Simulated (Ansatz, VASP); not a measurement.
**LiBe: VASP beside Ansatz**

INCAR

```
PREC = Accurate
ENCUT = 520
EDIFF = 1E-7
ISMEAR = -1
SIGMA = 0.05
LREAL = F
LASPH = T
NELM = 60
ALGO = Normal
ISIF = 2
LWAVE = F
LCHARG = F
GGA = PE
NBANDS = 13
```

File KPOINTS:

```
Automatic mesh
0
Gamma
  11 7 5
```

File POSCAR:

```
LiBe
1.0
    2.3410169223      0.0000000000      0.0000000000
    0.0000000000      3.6836296549      0.0000000000
   -0.4096218266      0.0000000000      5.6216617996
Be Li
2 2
Direct
    0.2435819200      0.7500000000      0.4238283600
    0.7564180800      0.2500000000      0.5761716400
    0.2631524400      0.7500000000      0.8451422600
    0.7368475600      0.2500000000      0.1548577400
```

input.yaml

```yaml
crystal:
  lattice:
    - [2.3410169223, 0.0, 0.0]
    - [0.0, 3.6836296549, 0.0]
    - [-0.4096218266, 0.0, 5.6216617996]
  atoms:
    - { symbol: Be, position: [0.24358192, 0.75, 0.42382836] }
    - { symbol: Be, position: [0.75641808, 0.25, 0.57617164] }
    - { symbol: Li, position: [0.26315244, 0.75, 0.84514226] }
    - { symbol: Li, position: [0.73684756, 0.25, 0.15485774] }
hamiltonian:
  xc: pbe
  pseudopotentials: { kind: paw }
kpoints:
  mp_grid: { grid: [11, 7, 5] }
scf:
  occupations: { method: fermi_dirac, width: 0.05 }
output:
  forces: true
  stress: true
  eigenvalues: true
  write_density: true
  write_potential: true
  elf: true
  volumetric_format: npy
```

Change from the starting cell: volume scaled by 1.06.

Alike in both runs: task single point; functional PBE; k mesh 11 × 7 × 5; occupations fermi-dirac, width 0.05 eV; no spin polarisation.

```csv
,VASP,Ansatz
version,VASP 6.6.1,Ansatz 0.2.0
potentials or method,"VASP PAW PBE potentials, release 64 (Be, Li_sv)",Ansatz PAW
plane-wave cutoff (eV),520,420
valence electrons in the cell,10,10
```

```csv
,VASP,Ansatz,Ansatz less VASP
gap on the k mesh at the Fermi level (eV),none,none,-
rms of the force components (eV/Å),0.037,0.038,+0.0011
```

Atom by atom the forces differ by 0.002 eV/Å (rms over components). A gap of «none» marks a metal or a gap that the smearing closes.
